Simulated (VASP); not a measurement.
Write the native input for VASP 6.6.1 that does the following.

```yaml
Task: relaxation of cell and atoms
Functional: PBEsol
Potentials_or_basis: VASP PAW PBE potentials, release 64 (Ge_d, Sb, Te)
Cutoff: 600 eV
k_mesh: 9 × 9 × 2
Occupations: gaussian, width 0.03 eV
Spin: no spin polarisation
Further_INCAR_settings: ALGO = Normal; EDIFF = 1e-06; IBRION = 2; EDIFFG = -0.01; NSW = 90; ISIF = 3
```

The structure of GeSb4Te7 lies in POSCAR:

```
GeSb4Te7
1.0
    4.2893002584      0.0000000000      0.0000000000
   -2.1446501292      3.7146429882      0.0000000000
    0.0000000000      0.0000000000     24.6377784500
Ge Sb Te
1 4 7
Direct
    0.0000000000      0.0000000000      0.5000000000
    0.6666666700      0.3333333300      0.9188986200
    0.3333333300      0.6666666700      0.3497515000
    0.3333333300      0.6666666700      0.0811013800
    0.6666666700      0.3333333300      0.6502485000
    0.3333333300      0.6666666700      0.8497318700
    0.6666666700      0.3333333300      0.1502681300
    0.0000000000      0.0000000000      0.7189782900
    0.6666666700      0.3333333300      0.4313943000
    0.3333333300      0.6666666700      0.5686057000
    0.0000000000      0.0000000000      0.0000000000
    0.0000000000      0.0000000000      0.2810217100
```

The cell is a database's computed one.

One way to write it, as run:

INCAR

```
PREC = Accurate
ENCUT = 600
EDIFF = 1E-6
ISMEAR = 0
SIGMA = 0.03
LREAL = F
LASPH = T
NELM = 80
ALGO = Normal
ISIF = 3
LWAVE = F
LCHARG = F
GGA = PS
IBRION = 2
NSW = 90
EDIFFG = -0.01
KPAR = 4
```

KPOINTS

```
regular mesh
0
Gamma
  9 9 2
```

Potentials or basis: VASP PAW PBE potentials, release 64 (Ge_d, Sb, Te).

Launch:

```console
$ cat potpaw_PBE.64/Ge_d/POTCAR potpaw_PBE.64/Sb/POTCAR potpaw_PBE.64/Te/POTCAR > POTCAR
$ mpirun -np 4 vasp_std > vasp.out
```

Results of the run:

```
Relaxed volume                         : 30.52 Å³/atom
Relaxed cell                           : a = 4.256 Å, b = 4.256 Å, c = 23.343 Å, α = 90.00°, β = 90.00°, γ = 120.00°
Space group after relaxing (to 0.05 Å) : P-3m1 (No. 164)
Energy gained by relaxing              : 13.0 meV/atom
Ionic steps                            : 38
Pressure after relaxing                : 0.0 GPa
Largest force after relaxing           : 0.006 eV/Å
Band gap on the k mesh                 : 0.03 eV, direct
```

Caveat: the PAW data sets were made with another functional, which shifts forces and pressure a little; spin-orbit coupling is left out, which moves the levels of the heavy elements; an odd mesh through Γ misses points on the zone boundary, where band edges often lie; this functional lacks dispersion, which binds the layers, so the pressure and a relaxed spacing across them are unreliable.

Run time: 78 min on 4 MPI ranks on AMD EPYC 7R13 Processor (Zen 3), with other jobs on the host, peak memory 0.94 GiB a rank.
